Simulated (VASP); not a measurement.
**Lattice of Si2Ni across functionals and dispersion corrections**

Aim: relax Si2Ni at several levels and hold each cell against experiment. The levels: LDA, PBEsol, PBE, r2SCAN, PBE + D3(BJ), r2SCAN + rVV10, vdW-DF-cx and optB88-vdW. The start is a cell from a database of measured crystal structures.

Program: VASP 6.6.1. Level of theory: LDA, DFT+U (Ni d 4 eV), spin-polarised from a ferromagnetic start (one magnetic atom a cell); plane waves and PAW (Si, Ni), in the first sound run; inputs show where later runs differ. Results are calculated unless marked as measured.

**What experiment says.**

“Metallic Nickel Silicides: Experiments and Theory for NiSi and First Principles Calculations for Other Phases” (2016, arxiv:1602.05840) quotes from earlier work for NiSi2, cubic Fm-3m (bulk crystal): lattice constant a (cubic lattice parameter) 5.406 Å [literature experimental value used as calculation input].

Most raw output is cut from this account.

**1. The starting structure**

It takes space group Fm-3m (No. 225, cubic). The conventional cell has a = 5.406 Å, b = 5.406 Å, c = 5.406 Å, α = 90.00°, β = 90.00°, γ = 90.00°. Si has 4 Ni at 2.34 Å nearest. Nearest to Ni lie 8 Si at 2.34 Å. Farther neighbours are not listed.

**2. Magnetic order: ferromagnetic**

The properties of a magnet depend on its order, so a few collinear patterns are compared first on the cell as listed, beginning with all moments parallel. LDA, the lowest rung, knows the local density alone. A Hubbard U penalises fractional filling of the localised shell, which semilocal functionals favour.

Input file INCAR:

```
SYSTEM = Si2Ni
PREC = Accurate
ENCUT = 400
EDIFF = 1E-06
NELM = 100
ISMEAR = -1
SIGMA = 0.05
LREAL = .FALSE.
ALGO = Normal
GGA = CA
NBANDS = 17
ISPIN = 2
MAGMOM = 0 0 1
LDAU = .TRUE.
LDAUTYPE = 2
LDAUL = -1 2
LDAUU = 0 4
LDAUJ = 0 0
LDAUPRINT = 1
LASPH = .TRUE.
LMAXMIX = 4
LORBIT = 11
LWAVE = .FALSE.
LCHARG = .FALSE.
KPAR = 8
ISIF = 2
```

Input file POSCAR:

```
Si2Ni
1.0
    0.0000000000      2.7030000000      2.7030000000
    2.7030000000      0.0000000000      2.7030000000
    2.7030000000      2.7030000000      0.0000000000
Si Ni
2 1
Direct
    0.2500000000      0.2500000000      0.2500000000
    0.7500000000      0.7500000000      0.7500000000
    0.0000000000      0.0000000000      0.0000000000
```

Input file KPOINTS:

```
Automatic mesh
0
Gamma
7 7 7
0 0 0
```

Potentials, in the order of the species: Si and Ni (PBE family, release 64).

Run with:

```sh
> mpirun -np 8 vasp_std
```

Elapsed: 7.6 s, on 8 MPI ranks of AMD EPYC 7R43, shared host; peak memory 1.1 GiB; 55 s of CPU time.

The k-mesh is coarse for a metal. A U on the itinerant d states of such a compound is hard to justify; it moves the bands at the Fermi level. The PAW data sets were made with PBE, though LDA sets exist; this is a small mismatch. At this level the cell is under a tension of 8.3 GPa, so at these settings it is away from equilibrium.

This step gave:

```yaml
scf_cycles: 14
electrons: 18
bands: 17
irreducible_k_points: 20
symmetry_operations: 48
free_energy_toten: -17.45 eV
energy_at_zero_smearing: -17.44 eV
fermi_energy: 9.830 eV
pressure: -8.299 GPa
metallic: yes
```

The spin moment in the PAW sphere vanishes on all atoms.

The moments fall under 0.1 μB, and the mesh shows no gap.

**3. Magnetic order: antiferromagnetic, q = (0, 0, 1/2)**

This step: LDA, DFT+U (Ni d 4 eV), spin-polarised from an antiferromagnetic start; plane waves and PAW (Si, Ni) (VASP 6.6.1).

System of this step: Si2Ni. The structure is cubic, space group Fm-3m (No. 225). The conventional cell has a = 5.406 Å, b = 5.406 Å, c = 5.406 Å, α = 90.00°, β = 90.00°, γ = 90.00°. Nearest to Si lie 4 Ni at 2.34 Å. Nearest to Ni lie 8 Si at 2.34 Å. Farther neighbours are not listed.

Next, a pattern with opposite moments, which needs a doubled cell; q is given in the reciprocal vectors of the primitive cell.

Edit INCAR of step 2 so:

```diff
@@ -10,5 +10,5 @@
 GGA = CA
-NBANDS = 17
+NBANDS = 27
 ISPIN = 2
-MAGMOM = 0 0 1
+MAGMOM = 0 0 0 0 1 -1
 LDAU = .TRUE.
```

Input file POSCAR:

```
Si2Ni
1.0
    0.0000000000      2.7030000000      2.7030000000
    2.7030000000      0.0000000000      2.7030000000
    5.4060000000      5.4060000000      0.0000000000
Si Ni
4 2
Direct
    0.2500000000      0.2500000000      0.1250000000
    0.2500000000      0.2500000000      0.6250000000
    0.7500000000      0.7500000000      0.3750000000
    0.7500000000      0.7500000000      0.8750000000
    0.0000000000      0.0000000000      0.0000000000
    0.0000000000      0.0000000000      0.5000000000
```

KPOINTS is that of step 2.

Run with:

```sh
> mpirun -np 8 vasp_std
```

Run time: 31 s. Hardware: 8 MPI ranks; peak memory 1.8 GiB.

At this level the cell is under a tension of 7.8 GPa, so at these settings it is away from equilibrium.

This step gave:

```
SCF cycles              : 15
electrons               : 36
bands                   : 27
irreducible k-points    : 44
symmetry operations     : 12
free energy (TOTEN)     : -34.90 eV
energy at zero smearing : -34.89 eV
Fermi energy            : 9.935 eV
pressure                : -7.842 GPa
```

The spin moment in the PAW sphere vanishes on all atoms.

The energy lies -0.5 meV an atom from the first pattern, a difference of sampling, since both runs hold the same state. The moments fall under 0.1 μB, and the mesh shows no gap.

**4. Magnetic order: antiferromagnetic, q = (1/2, 1/2, 0)**

INCAR is that of step 3.

Input file POSCAR:

```
Si2Ni
1.0
    0.0000000000      5.4060000000      5.4060000000
    2.7030000000      2.7030000000      5.4060000000
    2.7030000000      2.7030000000      0.0000000000
Si Ni
4 2
Direct
    0.0000000000      0.2500000000      0.2500000000
    0.5000000000      0.2500000000      0.2500000000
    0.0000000000      0.7500000000      0.7500000000
    0.5000000000      0.7500000000      0.7500000000
    0.0000000000      0.0000000000      0.0000000000
    0.5000000000      0.0000000000      0.0000000000
```

KPOINTS is that of step 3.

Run with:

```sh
> mpirun -np 8 vasp_std
```

Elapsed: 41 s, on 8 MPI ranks; peak memory 1.9 GiB.

At this level the cell is under a tension of 8.2 GPa, so at these settings it is away from equilibrium.

Numbers from this step:

| Property | Result |
| --- | --- |
| irreducible k-points | 40 |
| symmetry operations | 16 |
| free energy (TOTEN) | -34.89 eV |
| Fermi energy | 9.849 eV |
| pressure | -8.190 GPa |

The energy lies +0.5 meV an atom from the first pattern, a difference of sampling, since both runs hold the same state. The moments fall under 0.1 μB, and the mesh shows no gap.

**5. The orders side by side**

This step: collinear orders at LDA, DFT+U (Ni d 4 eV); plane waves and PAW (VASP 6.6.1).

Derived from the runs above.

Patterns, by row:

```csv
start,atoms,energy less that of the first (meV/atom),largest site moment (μB),end state
ferromagnetic,3,0,0,non-magnetic
"antiferromagnetic, q = (0, 0, 1/2)",6,-0.5,0,non-magnetic
"antiferromagnetic, q = (1/2, 1/2, 0)",6,0.5,0,non-magnetic
```

All patterns lost their moments. Runs that ended non-magnetic differ by up to 1.0 meV an atom among themselves, which is the error from the unlike meshes of the cells. The session goes on with moments started at or near zero.

**6. Relaxation with LDA**

This step: LDA, zero-moment start; plane waves and PAW (Si, Ni) (VASP 6.6.1).

System of this step: Si2Ni. Symmetry: Fm-3m, No. 225, cubic system. Conventional cell: a = 5.406 Å, b = 5.406 Å, c = 5.406 Å, α = 90.00°, β = 90.00°, γ = 90.00°. Nearest to Si lie 4 Ni at 2.34 Å. Ni has 8 Si at 2.34 Å nearest. Farther neighbours are not listed.

Properties are meant for the cell that this level of theory prefers, so cell and atoms are relaxed first (ISIF = 3) until forces and stress are small; EDIFFG sets the threshold.

Input file INCAR:

```
SYSTEM = Si2Ni
PREC = Accurate
ENCUT = 520
EDIFF = 1E-06
NELM = 100
ISMEAR = -1
SIGMA = 0.05
LREAL = .FALSE.
ALGO = Normal
GGA = CA
NBANDS = 16
ISPIN = 2
MAGMOM = -0 -0 0
LASPH = .TRUE.
LMAXMIX = 4
LORBIT = 11
LWAVE = .FALSE.
LCHARG = .FALSE.
KPAR = 8
IBRION = 2
NSW = 60
ISIF = 3
EDIFFG = -0.01
```

Input file POSCAR:

```
Si2Ni
1.0
    0.0000000000      2.7030000000      2.7030000000
    2.7030000000      0.0000000000      2.7030000000
    2.7030000000      2.7030000000      0.0000000000
Si Ni
2 1
Direct
    0.2500000000      0.2500000000      0.2500000000
    0.7500000000      0.7500000000      0.7500000000
    0.0000000000      0.0000000000      0.0000000000
```

KPOINTS is that of step 4.

Run with:

```sh
> mpirun -np 8 vasp_std
```

Run time: 15 s. Hardware: 8 MPI ranks; peak memory 1.2 GiB.

This run allows spin, but its moments start at zero, where symmetry between the spins tends to hold them, although Ni can carry a moment. The run keeps the 48 symmetry operations of its start, so it cannot find a distortion of lower symmetry.

Relaxation path:

```csv
step,energy less that of the first step (eV),largest force (eV/Å),pressure (GPa),volume (Å³)
1,0.0000,0.0000,-4.24,39.50
2,0.0004,0.0000,4.71,37.54
3,-0.0131,0.0000,-0.03,38.51
```

```csv
"conventional cell, symmetrised",before,after,change
a (Å),5.406,5.361,-0.8 %
b (Å),5.406,5.361,-0.8 %
c (Å),5.406,5.361,-0.8 %
volume (Å³/atom),13.17,12.84,-2.5 %
```

The relaxed structure:

```cif
data_structure
_symmetry_space_group_name_H-M 'P 1'
_symmetry_Int_Tables_number 1
_cell_length_a 3.7905
_cell_length_b 3.7905
_cell_length_c 3.7905
_cell_angle_alpha 60.000
_cell_angle_beta 60.000
_cell_angle_gamma 60.000
_cell_volume 38.51
loop_
_atom_site_label
_atom_site_type_symbol
_atom_site_fract_x
_atom_site_fract_y
_atom_site_fract_z
_atom_site_occupancy
Si1 Si 0.25000 0.25000 0.25000 1
Si2 Si 0.75000 0.75000 0.75000 1
Ni3 Ni 0.00000 0.00000 0.00000 1
```

This step gave:

```
electrons                       : 18
bands                           : 16
irreducible k-points            : 20
symmetry operations             : 48
free energy (TOTEN)             : -19.83 eV
energy at zero smearing         : -19.83 eV
Fermi energy                    : 10.55 eV
pressure                        : -0.03231 GPa
SCF cycles over all ionic steps : 31
```

It ends with forces that vanish by symmetry and a pressure of -0.03 GPa. The volume lies -2.5 % from that of the database's start, which holds the thermal and zero-point expansion of its experiment. The conventional cell has a = 5.361 Å.

**7. Relaxation with PBEsol**

This step: PBEsol, zero-moment start; plane waves and PAW (Si, Ni) (VASP 6.6.1).

PBEsol restores the gradient expansion of exchange and is tuned for the cells of solids.

Edit INCAR of step 6 so:

```diff
@@ -9,3 +9,3 @@
 ALGO = Normal
-GGA = CA
+GGA = PS
 NBANDS = 16
```

POSCAR is that of step 6.

KPOINTS is that of step 6.

Run with:

```sh
> mpirun -np 8 vasp_std
```

It took 19 s on 8 MPI ranks; peak memory 1.4 GiB.

The PAW data sets were made with PBE, which is usual practice but a small mismatch for other functionals.

The steps of the relaxation:

```csv
step,energy less that of the first step (eV),largest force (eV/Å),pressure (GPa),volume (Å³)
1,0.0000,0.0000,-1.33,39.50
2,-0.0009,0.0000,1.13,38.88
3,-0.0018,0.0000,0.06,39.11
```

```csv
"conventional cell, symmetrised",before,after,change
a (Å),5.406,5.388,-0.3 %
b (Å),5.406,5.388,-0.3 %
c (Å),5.406,5.388,-0.3 %
volume (Å³/atom),13.17,13.04,-1.0 %
```

The relaxed structure:

```xyz
3
Lattice="0.0000 2.6941 2.6941 2.6941 0.0000 2.6941 2.6941 2.6941 0.0000" Properties=species:S:1:pos:R:3 pbc="T T T"
Si    1.3471    1.3471    1.3471
Si    4.0412    4.0412    4.0412
Ni    0.0000    0.0000    0.0000
```

Numbers from this step:

```
free energy (TOTEN)             : -19.00 eV
energy at zero smearing         : -19.00 eV
Fermi energy                    : 10.46 eV
pressure                        : 0.06238 GPa
SCF cycles over all ionic steps : 27
```

It ends at 13.04 Å³/atom, -1.0 % from the start, with 0.06 GPa left. The conventional cell has a = 5.388 Å.

**8. Relaxation with PBE**

This step: PBE, zero-moment start; plane waves and PAW (Si, Ni) (VASP 6.6.1).

PBE, the usual starting point, adds the gradient of the density.

Edit INCAR of step 7 so:

```diff
@@ -9,3 +9,3 @@
 ALGO = Normal
-GGA = PS
+GGA = PE
 NBANDS = 16
```

POSCAR is that of step 7.

KPOINTS is that of step 7.

Run with:

```sh
> mpirun -np 8 vasp_std
```

The job ended after 20 s (8 MPI ranks; peak memory 1.4 GiB; 2.5 min of CPU time).

Step by step:

```csv
step,energy less that of the first step (eV),largest force (eV/Å),pressure (GPa),volume (Å³)
1,0.0000,0.0000,2.85,39.50
2,-0.0028,0.0000,-2.19,40.85
3,-0.0069,0.0000,0.00,40.26
```

```csv
"conventional cell, symmetrised",before,after,change
a (Å),5.406,5.441,+0.6 %
b (Å),5.406,5.441,+0.6 %
c (Å),5.406,5.441,+0.6 %
volume (Å³/atom),13.17,13.42,+1.9 %
```

Final coordinates:

```xyz
3
Lattice="0.0000 2.7204 2.7204 2.7204 0.0000 2.7204 2.7204 2.7204 0.0000" Properties=species:S:1:pos:R:3 pbc="T T T"
Si    1.3602    1.3602    1.3602
Si    4.0806    4.0806    4.0806
Ni    0.0000    0.0000    0.0000
```

It ends at 13.42 Å³/atom, +1.9 % from the start, with 0.00 GPa left. The conventional cell has a = 5.441 Å.

**9. Relaxation with r2SCAN**

This step: r2SCAN, zero-moment start; plane waves and PAW (Si, Ni) (VASP 6.6.1).

r2SCAN adds the kinetic-energy density, costs more than a GGA and is run with LASPH.

Edit INCAR of step 8 so:

```diff
@@ -9,3 +9,4 @@
 ALGO = Normal
-GGA = PE
+METAGGA = R2SCAN
+LASPH = .TRUE.
 NBANDS = 16
@@ -13,3 +14,2 @@
 MAGMOM = -0 -0 0
-LASPH = .TRUE.
 LMAXMIX = 4
```

POSCAR is that of step 8.

KPOINTS is that of step 8.

Run with:

```sh
> mpirun -np 8 vasp_std
```

Run time: 60 s. Hardware: 8 MPI ranks; peak memory 1.5 GiB; 7.9 min of CPU time.

The steps of the relaxation:

```csv
step,energy less that of the first step (eV),largest force (eV/Å),pressure (GPa),volume (Å³)
1,0.0000,0.0000,-2.03,39.50
2,0.0005,0.0000,2.26,38.55
3,-0.0028,0.0000,0.01,39.04
```

```csv
"conventional cell, symmetrised",before,after,change
a (Å),5.406,5.385,-0.4 %
b (Å),5.406,5.385,-0.4 %
c (Å),5.406,5.385,-0.4 %
volume (Å³/atom),13.17,13.01,-1.2 %
```

The relaxed structure:

```xyz
3
Lattice="0.0000 2.6925 2.6925 2.6925 0.0000 2.6925 2.6925 2.6925 0.0000" Properties=species:S:1:pos:R:3 pbc="T T T"
Si    1.3462    1.3462    1.3462
Si    4.0387    4.0387    4.0387
Ni    0.0000    0.0000    0.0000
```

It ends at 13.01 Å³/atom, -1.2 % from the start, with 0.01 GPa left. The conventional cell has a = 5.385 Å.

**10. Relaxation with PBE + D3(BJ)**

This step: PBE with D3(BJ), zero-moment start; plane waves and PAW (Si, Ni) (VASP 6.6.1).

A dispersion term adds the long-range attraction that semilocal functionals lack. D3 with Becke-Johnson damping keeps a finite attraction at short range.

Edit INCAR of step 9 so:

```diff
@@ -9,4 +9,4 @@
 ALGO = Normal
-METAGGA = R2SCAN
-LASPH = .TRUE.
+GGA = PE
+IVDW = 12
 NBANDS = 16
@@ -14,2 +14,3 @@
 MAGMOM = -0 -0 0
+LASPH = .TRUE.
 LMAXMIX = 4
```

POSCAR is that of step 9.

KPOINTS is that of step 9.

Run with:

```sh
> mpirun -np 8 vasp_std
```

The job ended after 22 s (8 MPI ranks; peak memory 1.5 GiB; 2.8 min of CPU time).

Dispersion corrections of this kind ignore metallic screening and tend to overbind metals.

It ends at 12.96 Å³/atom, -1.6 % from the start, with 0.00 GPa left. The conventional cell has a = 5.378 Å. Against plain PBE, the dispersion term moves a by -1.2 %.

**11. Relaxation with r2SCAN + rVV10**

This step: r2SCAN with rVV10, zero-moment start; plane waves and PAW (Si, Ni) (VASP 6.6.1).

LUSE_VDW switches on a nonlocal correlation term for dispersion.

Edit INCAR of step 10 so:

```diff
@@ -9,4 +9,8 @@
 ALGO = Normal
-GGA = PE
-IVDW = 12
+METAGGA = R2SCAN
+LUSE_VDW = .TRUE.
+IVDW_NL = 2
+BPARAM = 11.95
+CPARAM = 0.0093
+LASPH = .TRUE.
 NBANDS = 16
@@ -14,3 +18,2 @@
 MAGMOM = -0 -0 0
-LASPH = .TRUE.
 LMAXMIX = 4
```

POSCAR is that of step 10.

KPOINTS is that of step 10.

Run with:

```sh
> mpirun -np 8 vasp_std
```

The job ended after 2.3 min (8 MPI ranks; peak memory 2.2 GiB).

It ends at 12.95 Å³/atom, -1.6 % from the start, with 0.00 GPa left. The conventional cell has a = 5.377 Å. Against plain r2SCAN, the dispersion term moves a by -0.2 %.

**12. Relaxation with vdW-DF-cx**

This step: vdW-DF-cx, zero-moment start; plane waves and PAW (Si, Ni) (VASP 6.6.1).

vdW-DF-cx takes its exchange from the same plasmon model as its correlation.

Edit INCAR of step 11 so:

```diff
@@ -9,7 +9,5 @@
 ALGO = Normal
-METAGGA = R2SCAN
+GGA = CX
+AGGAC = 0
 LUSE_VDW = .TRUE.
-IVDW_NL = 2
-BPARAM = 11.95
-CPARAM = 0.0093
 LASPH = .TRUE.
```

POSCAR is that of step 11.

KPOINTS is that of step 11.

Run with:

```sh
> mpirun -np 8 vasp_std
```

It took 76 s on 8 MPI ranks; peak memory 2.6 GiB; 10 min of CPU time.

It ends at 13.18 Å³/atom, +0.1 % from the start, with -0.02 GPa left. The conventional cell has a = 5.408 Å.

**13. Relaxation with optB88-vdW**

This step: optB88-vdW, zero-moment start; plane waves and PAW (Si, Ni) (VASP 6.6.1).

optB88-vdW pairs nonlocal correlation with a B88-type exchange refitted to the binding of molecular dimers.

Edit INCAR of step 12 so:

```diff
@@ -9,5 +9,7 @@
 ALGO = Normal
-GGA = CX
+GGA = BO
 AGGAC = 0
 LUSE_VDW = .TRUE.
+PARAM1 = 0.1833333333
+PARAM2 = 0.22
 LASPH = .TRUE.
```

POSCAR is that of step 12.

KPOINTS is that of step 12.

Run with:

```sh
> mpirun -np 8 vasp_std
```

Wall time 87 s (8 MPI ranks); peak memory 2.7 GiB.

It ends at 13.56 Å³/atom, +3.0 % from the start, with 0.06 GPa left. The conventional cell has a = 5.460 Å.

**14. The cells as a table**

This step: relaxed cells at several levels; plane waves and PAW (VASP 6.6.1).

No new run; the numbers come from the runs before.

Lengths are those of the conventional cell; cost is the wall time of each run, as given at its step, times its ranks, without the set-up around it. Results by level, by row:

```csv
level,volume (Å³/atom),change from the start (%),a (Å),cost (core minutes)
LDA,12.84,-2.5,5.361,2
PBEsol,13.04,-1,5.388,2.53
PBE,13.42,1.9,5.441,2.61
r2SCAN,13.01,-1.2,5.385,8
PBE + D3(BJ),12.96,-1.6,5.378,2.93
r2SCAN + rVV10,12.95,-1.6,5.377,18.1
vdW-DF-cx,13.18,0.1,5.408,10.1
optB88-vdW,13.56,3,5.46,11.6
```

**15. Outcome**

```json
{"volume, LDA": "12.84 Å³/atom", "volume, PBEsol": "13.04 Å³/atom", "volume, PBE": "13.42 Å³/atom", "volume, r2SCAN": "13.01 Å³/atom", "volume, PBE + D3(BJ)": "12.96 Å³/atom", "volume, r2SCAN + rVV10": "12.95 Å³/atom", "volume, vdW-DF-cx": "13.18 Å³/atom", "volume, optB88-vdW": "13.56 Å³/atom"}
```

What this shows: For Si2Ni the levels give volumes between 12.84 Å³/atom (LDA) and 13.56 Å³/atom (optB88-vdW), a spread of 5.6 %, while the cost of the finished runs spans a factor of 9.1. Within 1 % of experiment on every length: LDA, PBEsol, PBE, r2SCAN, PBE + D3(BJ), r2SCAN + rVV10, vdW-DF-cx and optB88-vdW. The nearest, vdW-DF-cx, took 5.1 times the core time of LDA and lowers the largest miss from 0.84 to 0.04 %. Thermal and zero-point expansion, often some tenths of a per cent in length, bear on this order: with the measured lengths lowered by an assumed 0.4 % the nearest becomes r2SCAN. The costs hold the number of ionic steps as well as the price of the functional. The closing table has room for seven levels; r2SCAN + rVV10 stands in the table of levels alone. Adding D3(BJ) to PBE changes the volume by -3.4 % (a by -1.2 %). Adding rVV10 to r2SCAN changes the volume by -0.5 % (a by -0.2 %). Pairwise corrections of the D and TS kind ignore the screening in a metal, so they may overbind here. Within 0.02 Å all end in space group Fm-3m; the runs can't lower the symmetry of the start. The k-sampling is coarse for a metal, so the Fermi level, pressures and the shape of the cell carry errors. Each is a single relaxation on the plane waves of the start cell, so larger changes of volume carry a basis-set error that was not tested here.

Computed beside measured:

```
              quantity  measured             LDA          PBEsol             PBE          r2SCAN    PBE + D3(BJ)       vdW-DF-cx      optB88-vdW
lattice constant a (Å)     5.406  5.361 (-0.8 %)  5.388 (-0.3 %)  5.441 (+0.6 %)  5.385 (-0.4 %)  5.378 (-0.5 %)  5.408 (+0.0 %)  5.460 (+1.0 %)
```

Measured values from arxiv:1602.05840 (2016).

**Verdict.** For the lattice constant a, of the levels listed nearest comes vdW-DF-cx (+0.0 %) and farthest optB88-vdW (+1.0 %). The magnetic state of these runs (no moments) need not be that of the sample, so the match is not graded. Zero-point motion and thermal expansion are not in the computed lattice constants.

[Lines on the potential files, build, host, timing and source positions are cut from VASP's logs without a mark.]

[Logs are printed without paths, hosts, clocks, repeated set-up lines and the standing remarks that a program may print on its own settings, such as how far it seeks lower states.]

[Hosts, paths, dates, database ids (printed as entryN), source tags and the programs' standing remarks are cut or masked in the printed files.]

[A measured line is paired with the nearest computed mode of its activity, which favours agreement.]
